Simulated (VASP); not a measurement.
Set up this calculation in VASP 6.6.1, as the native input.

| Item | Value |
| --- | --- |
| Task | relaxation of cell and atoms |
| Functional | PBE |
| Potentials or basis | VASP PAW PBE potentials, release 64 (Sb, C) |
| Cutoff | 600 eV |
| k mesh | 9 × 9 × 9 |
| Occupations | gaussian, width 0.05 eV |
| Spin | no spin polarisation |
| Further INCAR settings | ALGO = Normal; EDIFF = 1e-06; IBRION = 2; EDIFFG = -0.005; NSW = 40; ISIF = 3 |

The structure of SbC lies in POSCAR:

```
SbC
1.0
    3.1146800000      0.0000000000      0.0000000000
    0.0000000000      3.1146800000      0.0000000000
    0.0000000000      0.0000000000      3.1146800000
Sb C
1 1
Direct
    0.5000000000      0.5000000000      0.5000000000
    0.0000000000      0.0000000000      0.0000000000
```

The cell was built by a generator and needn't be a form met in nature.

These files were run (other wordings do the same):

INCAR

```
PREC = Accurate
ENCUT = 600
EDIFF = 1E-6
ISMEAR = 0
SIGMA = 0.05
LREAL = False
LASPH = True
NELM = 60
ALGO = Normal
ISIF = 3
LWAVE = False
LCHARG = False
GGA = PE
IBRION = 2
NSW = 40
EDIFFG = -0.005
```

KPOINTS

```
Automatic mesh
0
Gamma
  9 9 9
```

Potentials or basis: VASP PAW PBE potentials, release 64 (Sb, C).

The run is started by

```bash
$ cat potpaw_PBE.64/Sb/POTCAR potpaw_PBE.64/C/POTCAR > POTCAR
$ mpirun -np 1 vasp_std > vasp.out
```

It gave:

| Item | Value |
| --- | --- |
| Relaxed volume | 14.94 Å³/atom |
| Relaxed cell | a = 3.103 Å, b = 3.103 Å, c = 3.103 Å, α = 90.00°, β = 90.00°, γ = 90.00° |
| Space group after relaxing (to 0.05 Å) | Pm-3m (No. 221) |
| Energy gained by relaxing | 0.7 meV/atom |
| Ionic steps | 3 |
| Pressure after relaxing | 0.0 GPa |

Run time: 11 s on 1 thread of Intel(R) Xeon(R) Platinum 8559C (Emerald Rapids), with other jobs on the host, peak memory 0.16 GiB.
